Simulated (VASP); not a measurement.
An input for Quantum ESPRESSO's pw.x (written as the equivalent of a VASP run, and not itself run):

```
&CONTROL
  calculation = 'vc-relax'
  pseudo_dir = './pseudo'
  outdir = './out'
  tprnfor = .true.
  tstress = .true.
  nstep = 40
  forc_conv_thr = 0.00078
/
&SYSTEM
  ibrav = 0
  nat = 2
  ntyp = 1
  ecutwfc = 84
  occupations = 'smearing'
  smearing = 'methfessel-paxton'
  degauss = 0.00735
  input_dft = 'pz'
/
&ELECTRONS
  conv_thr = 7.3e-08
  electron_maxstep = 100
/
&IONS
/
&CELL
/
ATOMIC_SPECIES
  Mg 24.305 Mg.upf
CELL_PARAMETERS angstrom
     1.5708015   -2.7207084    0.0000000
     1.5708015    2.7207084    0.0000000
     0.0000000    0.0000000    5.0035671
ATOMIC_POSITIONS crystal
  Mg   0.3333330  0.6666670  0.2500000
  Mg   0.6666670  0.3333330  0.7500000
K_POINTS automatic
  13 13 7 0 0 0
```

**Question.** Translate this input to VASP (INCAR, KPOINTS, POSCAR, choice of POTCAR).

**Answer.** One answer among several that fit: 
**POSCAR**
```
Mg
1
    1.5708014568    -2.7207083564     0.0000000000
    1.5708014568     2.7207083564     0.0000000000
    0.0000000000     0.0000000000     5.0035671278
Mg
2
Direct
  0.3333330000   0.6666670000   0.2500000000
  0.6666670000   0.3333330000   0.7500000000
```

### INCAR
```
SYSTEM = Mg
PREC = Accurate; ENCUT = 500; LREAL = .FALSE.
LASPH = .TRUE.
EDIFF = 1E-6; NELM = 100; ALGO = Normal
ISMEAR = 1; SIGMA = 0.1
IBRION = 2; NSW = 40; ISIF = 3
EDIFFG = -0.02
LWAVE = .FALSE.; LCHARG = .FALSE.
```

File KPOINTS:
```
Automatic mesh
0
Gamma
13 13 7
0 0 0
```

POTCAR, in this order: Mg (LDA.64 set). Program: vasp_std.

The two are equivalent in intent, not identical: the potentials are each code's own (VASP's PAW set, PseudoDojo norm-conserving files in pw.x), so ENCUT and ecutwfc are chosen apart and not converted; conv_thr bounds pw.x's estimated SCF error, while EDIFF bounds the energy change between steps; forc_conv_thr acts on force components and is met together with etot_conv_thr.

The compound is Mg in the hcp structure. This run relaxes it. Symmetry was kept, so distortions that lower it aren't found.
